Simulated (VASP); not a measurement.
A run of VASP 6.6.1:

INCAR

```
SYSTEM = Ge
ALGO     = Normal         ! electronic algorithm
EDIFF    = 1E-6           ! SCF threshold, eV
EDIFFG   = -0.01          ! ionic threshold
ENCUT    = 600            ! plane-wave cutoff, eV
GGA      = PE             ! functional
IBRION   = 2              ! ionic algorithm
ISIF     = 3              ! what is computed and relaxed
ISMEAR   = 0              ! smearing method
IVDW     = 12             ! dispersion correction
LASPH    = .TRUE.         ! aspherical terms in the spheres
LCHARG   = .FALSE.        ! write CHGCAR
LREAL    = .FALSE.        ! projectors in reciprocal space
LWAVE    = .FALSE.        ! write WAVECAR
NELM     = 80             ! most SCF steps
NSW      = 90             ! ionic steps
PREC     = Accurate       ! precision mode
SIGMA    = 0.03           ! smearing width, eV
```

Contents of KPOINTS:

```
k-points
0
G
  10 10 10
  0 0 0
```

The input POSCAR:

```
Ge
1.0
    0.0000000000      2.8289100000      2.8289100000
    2.8289100000      0.0000000000      2.8289100000
    2.8289100000      2.8289100000      0.0000000000
Ge
2
Direct
    0.0000000000      0.0000000000      0.0000000000
    0.2500000000      0.2500000000      0.2500000000
```

Potentials or basis: VASP PAW PBE potentials, release 64 (Ge_d).

Run with:

```sh
$ cat potpaw_PBE.64/Ge_d/POTCAR > POTCAR
$ mpirun -np 1 vasp_std > vasp.out
```

Hardware: 1 thread of AMD EPYC 7R13 Processor (Zen 3), with other jobs on the host.

Question: How long does it take, and how much memory?

Answer: Wall time 90 s on 1 thread of AMD EPYC 7R13 Processor (Zen 3) (shared host), peak memory 0.18 GiB. Counts: scf iterations 31, k points 47, ion steps 4.
